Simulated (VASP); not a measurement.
Output of a VASP run:

**OSZICAR**
```
...
DAV:  46    -0.377869250153E+02    0.51001E-04   -0.81252E-05   616   0.118E-01    0.208E-03
DAV:  47    -0.377868041268E+02    0.12089E-03   -0.21388E-04   560   0.243E-01    0.166E-03
DAV:  48    -0.377866299360E+02    0.17419E-03   -0.68362E-04   560   0.251E-01    0.190E-03
DAV:  49    -0.377866364813E+02   -0.65452E-05   -0.46044E-05   560   0.983E-02    0.164E-03
DAV:  50    -0.377866322450E+02    0.42363E-05   -0.26740E-05   576   0.825E-02    0.165E-03
DAV:  51    -0.377866235051E+02    0.87399E-05   -0.13529E-04   560   0.132E-01    0.226E-03
DAV:  52    -0.377866135401E+02    0.99650E-05   -0.50937E-05   560   0.106E-01    0.193E-03
DAV:  53    -0.377866192576E+02   -0.57174E-05   -0.28837E-05   560   0.800E-02    0.220E-03
DAV:  54    -0.377866332573E+02   -0.14000E-04   -0.54369E-05   560   0.741E-02    0.285E-03
DAV:  55    -0.377866175466E+02    0.15711E-04   -0.21490E-05   576   0.581E-02    0.230E-03
DAV:  56    -0.377866492828E+02   -0.31736E-04   -0.85451E-05   560   0.978E-02    0.291E-03
DAV:  57    -0.377866367461E+02    0.12537E-04   -0.85724E-06   608   0.378E-02    0.259E-03
DAV:  58    -0.377866236298E+02    0.13116E-04   -0.11909E-05   560   0.434E-02    0.211E-03
DAV:  59    -0.377866167319E+02    0.68979E-05   -0.61071E-06   568   0.340E-02    0.175E-03
DAV:  60    -0.377866107203E+02    0.60116E-05   -0.98061E-06   560   0.365E-02    0.132E-03
DAV:  61    -0.377866200073E+02   -0.92871E-05   -0.22607E-04   560   0.160E-01    0.729E-04
DAV:  62    -0.377866175805E+02    0.24269E-05   -0.17635E-05   560   0.669E-02    0.665E-04
DAV:  63    -0.377866213803E+02   -0.37998E-05   -0.11234E-05   576   0.491E-02    0.810E-04
DAV:  64    -0.377866217393E+02   -0.35897E-06   -0.96919E-08   952   0.410E-03    0.838E-04
DAV:  65    -0.377866215949E+02    0.14435E-06   -0.72904E-07   576   0.135E-02    0.790E-04
DAV:  66    -0.377866315910E+02   -0.99961E-05   -0.20978E-05   560   0.698E-02    0.102E-03
DAV:  67    -0.377866253179E+02    0.62730E-05   -0.38209E-05   560   0.101E-01    0.120E-03
DAV:  68    -0.377866243026E+02    0.10153E-05   -0.55601E-06   560   0.374E-02    0.124E-03
DAV:  69    -0.377866284905E+02   -0.41879E-05   -0.90501E-06   560   0.445E-02    0.136E-03
DAV:  70    -0.377866273130E+02    0.11775E-05   -0.59323E-06   560   0.382E-02    0.130E-03
DAV:  71    -0.377866210261E+02    0.62869E-05   -0.54506E-06   560   0.305E-02    0.116E-03
DAV:  72    -0.377866174356E+02    0.35905E-05   -0.58570E-06   560   0.372E-02    0.104E-03
DAV:  73    -0.377866188708E+02   -0.14352E-05   -0.43331E-06   560   0.332E-02    0.106E-03
DAV:  74    -0.377866166621E+02    0.22087E-05   -0.99034E-07   560   0.140E-02    0.975E-04
DAV:  75    -0.377866140869E+02    0.25752E-05   -0.18095E-06   560   0.179E-02    0.848E-04
DAV:  76    -0.377866097770E+02    0.43099E-05   -0.77651E-06   560   0.377E-02    0.610E-04
DAV:  77    -0.377866064519E+02    0.33251E-05   -0.67742E-06   560   0.328E-02    0.340E-04
DAV:  78    -0.377866056673E+02    0.78465E-06   -0.30610E-06   560   0.256E-02    0.283E-04
DAV:  79    -0.377866050689E+02    0.59842E-06   -0.17128E-06   560   0.191E-02    0.231E-04
DAV:  80    -0.377866041806E+02    0.88822E-06   -0.12968E-06   608   0.115E-02    0.102E-04
DAV:  81    -0.377866037234E+02    0.45722E-06   -0.76068E-07   576   0.105E-02    0.417E-05
DAV:  82    -0.377866037362E+02   -0.12746E-07   -0.93737E-08   648   0.444E-03
   1 F= -.37786604E+02 E0= -.37786604E+02  d E =0.000000E+00
       N       E                     dE             ncg
       N       E                     dE             ncg
```

### OUTCAR
```
------------------------ aborting loop because EDIFF is reached ----------------------------------------
  FORCE on cell =-STRESS in cart. coord.  units (eV):
  Direction    XX          YY          ZZ          XY          YZ          ZX
  --------------------------------------------------------------------------------------
  Total       -0.0175050     -0.0175050     -0.0175050     -0.0000000     -0.0000000      0.0000000
  in kB       -0.2303423     -0.2303423     -0.2303423     -0.0000000     -0.0000000      0.0000000
  external PRESSURE =      -0.2303423 kB  Pullay stress =       0.0000000 kB
  volume of cell :      121.76
      direct lattice vectors                 reciprocal lattice vectors
    -3.122336654  3.122336654  3.122336654     0.000000000  0.160136480  0.160136480
     3.122336654 -3.122336654  3.122336654     0.160136480  0.000000000  0.160136480
     3.122336654  3.122336654 -3.122336654     0.160136480  0.160136480  0.000000000
 POSITION                                       TOTAL-FORCE (eV/Angst)
 -----------------------------------------------------------------------------------
      0.00000      0.00000      0.00000         0.000000      0.000000     -0.000000
 -----------------------------------------------------------------------------------
    total drift:                                0.000000      0.000000     -0.000000
  FREE ENERGIE OF THE ION-ELECTRON SYSTEM (eV)
  ---------------------------------------------------
  free  energy   TOTEN  =       -37.7866037362 eV

  energy  without entropy=      -37.7866037362  energy(sigma->0) =      -37.78660374

 total charge

# of ion       s       p       d       tot
------------------------------------------
    1        1.871   4.696   0.007   6.574
```
(Selected blocks of OUTCAR.)

**POSCAR**
```
Cs
1
   -3.1223366540     3.1223366540     3.1223366540
    3.1223366540    -3.1223366540     3.1223366540
    3.1223366540     3.1223366540    -3.1223366540
Cs
1
Direct
  0.0000000000   0.0000000000   1.0000000000
```

Q: Reconstruct the remaining input files.

A: One answer among several that fit: the input of the run itself, SCAN meta-GGA, plane waves, VASP's PBE PAW potentials (set 64).

**KPOINTS_OPT**
```
k-points along high-symmetry lines
10
Line-mode
Reciprocal
  0.000000   0.000000   0.000000 ! GAMMA
  0.500000  -0.500000   0.500000 ! H

  0.500000  -0.500000   0.500000 ! H
 -0.000000   0.000000   0.500000 ! N

 -0.000000   0.000000   0.500000 ! N
  0.000000   0.000000   0.000000 ! GAMMA

  0.000000   0.000000   0.000000 ! GAMMA
  0.250000   0.250000   0.250000 ! P

  0.250000   0.250000   0.250000 ! P
  0.500000  -0.500000   0.500000 ! H

  0.250000   0.250000   0.250000 ! P
 -0.000000   0.000000   0.500000 ! N
```

INCAR:
```
LMIXTAU  =  .True.
LREAL  =  .False.   ! projection in real space or not
LMAXMIX  =  4   ! l cut-off of mixed one-centre charges
NELM  =  100
ISIF  =  2
NEDOS  =  601   ! DOS grid
LORBIT  =  11   ! lm-projected
ENCUT  =  520   ! plane-wave cut-off (eV)
ALGO  =  Normal
ISMEAR  =  -5   ! tetrahedra, Bloechl
SYSTEM  =  Cs
PREC  =  Accurate
LCHARG  =  .False.
LWAVE  =  .False.
LASPH  =  .True.   ! aspherical one-centre terms
EDIFF  =  1E-7
METAGGA  =  SCAN
```

### KPOINTS
```
K-points
0
gamma
 9 9 9
```

POTCAR, in this order: Cs_sv (PBE.64 set). Program: vasp_std.

For a metal the tetrahedron method with Blöchl corrections gives inexact stress and forces.

The compound is Cs in the bcc structure. It was relaxed first, which changed the volume by +7 %.
